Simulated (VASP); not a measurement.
Wanted: the native input for a VASP 6.6.1 run.

* Task: band structure
* Functional: LDA
* Potentials or basis: VASP PAW LDA potentials, release 64 (Y_sv, C, F)
* Cutoff: 520 eV
* k mesh: 9 × 9 × 4
* Occupations: gaussian, width 0.03 eV
* Spin: no spin polarisation
* Further INCAR settings: ALGO = Fast; EDIFF = 1e-07; NBANDS = 28

The structure of Y2CF2 lies in POSCAR:

```
Y2CF2                                   
1.0
    3.6252869395      0.0000000000      0.0000000000
   -1.8126434697      3.1395905881      0.0000000000
    0.0000000000      0.0000000000      6.3205502256
  Y               C               F             
     2     1     2
Direct
     0.3333333300000021    0.6666666699999979    0.2131518188637478
     0.6666666699999979    0.3333333300000021    0.7868481811362522
     0.0000000000000000    0.0000000000000000    0.0000000000000000
     0.3333333300000021    0.6666666699999979    0.6142807141881436
     0.6666666699999979    0.3333333300000021    0.3857192858118635
```

The cell comes from a database or a generator and needn't be the stable form of this composition.

These files were run (other wordings do the same):

INCAR

```
ALGO = Fast
EDIFF = 1E-7
ENCUT = 520
ISIF = 2
ISMEAR = 0
KPAR = 2
LASPH = T
LCHARG = F
LMAXMIX = 4
LREAL = F
LWAVE = F
NBANDS = 28
NELM = 80
PREC = Accurate
SIGMA = 0.03
```

KPOINTS

```
k-points
0
Gamma
  9 9 4
```

KPOINTS_OPT

```
explicit points
258
Reciprocal
 0.0000000000  0.0000000000  0.0000000000 1
 0.0263157895  0.0000000000  0.0000000000 1
 0.0526315789  0.0000000000  0.0000000000 1
 0.0789473684  0.0000000000  0.0000000000 1
 0.1052631579  0.0000000000  0.0000000000 1
 0.1315789474  0.0000000000  0.0000000000 1
[... 250 lines left out ...]
 0.5000000000  0.0000000000  0.0350767900 1
 0.5000000000  0.0000000000 -0.0350767900 1
```

Potentials or basis: VASP PAW LDA potentials, release 64 (Y_sv, C, F).

Command:

```console
$ cat potpaw_LDA.64/Y_sv/POTCAR potpaw_LDA.64/C/POTCAR potpaw_LDA.64/F/POTCAR > POTCAR
$ mpirun -np 2 vasp_std > vasp.out
```

Results of the run:

```yaml
Pressure: -3.7 GPa
Largest_force: 0.137 eV/Å
Band_gap_on_the_k_mesh: 1.07 eV, indirect (least direct gap 1.20 eV)
Band_gap_along_the_path: 1.02 eV, indirect (least direct gap 1.16 eV)
```

Wall time 2.6 min on 2 MPI ranks on Intel(R) Xeon(R) Platinum 8488C (Sapphire Rapids), on a shared host, peak memory 0.28 GiB a rank.
